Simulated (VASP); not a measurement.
```xyz
4
Lattice="3.4718 0.0000 0.0000 -1.7359 3.0067 0.0000 0.0000 0.0000 6.2236" Properties=species:S:1:pos:R:3 pbc="T T T"
Be     0.0000     2.0044     1.5559
Be     1.7359     1.0022     4.6677
S      1.7359     1.0022     1.5559
S      0.0000     2.0044     4.6677
```

The numbers are results of PBEsol GGA, VASP's PBE PAW potentials (set 64) (plane waves; VASP), not measurements. Numerical set-up: 400 eV cut-off, Gaussian smearing of 0.050 eV, potentials Be S.

Without a dispersion term in the relaxation, distances and binding between the weakly bound layers, chains or molecules are unreliable, and so is what depends on them.

Task: Give the energies of bands 3 to 11 at the high-symmetry points, in eV from the valence-band maximum.

Result: 
| band | Γ | M | K | A | L | H |
|---|---|---|---|---|---|---|
| 3 | -4.66 | -5.36 | -4.94 | -2.82 | -5.33 | -4.58 |
| 4 | -1.45 | -4.93 | -4.33 | -2.82 | -5.33 | -4.58 |
| 5 | -1.45 | -2.93 | -4.33 | -1.23 | -2.63 | -4.53 |
| 6 | -0.99 | -2.35 | -4.05 | -1.23 | -2.63 | -4.53 |
| 7 | -0.99 | -2.29 | -1.40 | -1.23 | -0.98 | -0.56 |
| 8 | -0.15 | -0.76 | -1.40 | -1.23 | -0.98 | -0.56 |
| 9 | 4.76 | 4.02 | 5.36 | 5.72 | 3.58 | 3.62 |
| 10 | 5.25 | 4.16 | 5.36 | 5.72 | 3.58 | 3.62 |
| 11 | 5.47 | 5.17 | 5.42 | 5.79 | 4.71 | 7.21 |

The gap is indirect, 3.30 eV, from the valence maximum at K-Γ at 0.56 to the conduction minimum at L-M at 0.33.

The structure was generated: BeS was put into the layered h-BN type type (P6_3/mmc), which need not be its known phase. It was relaxed first, which changed the volume by -24 %.
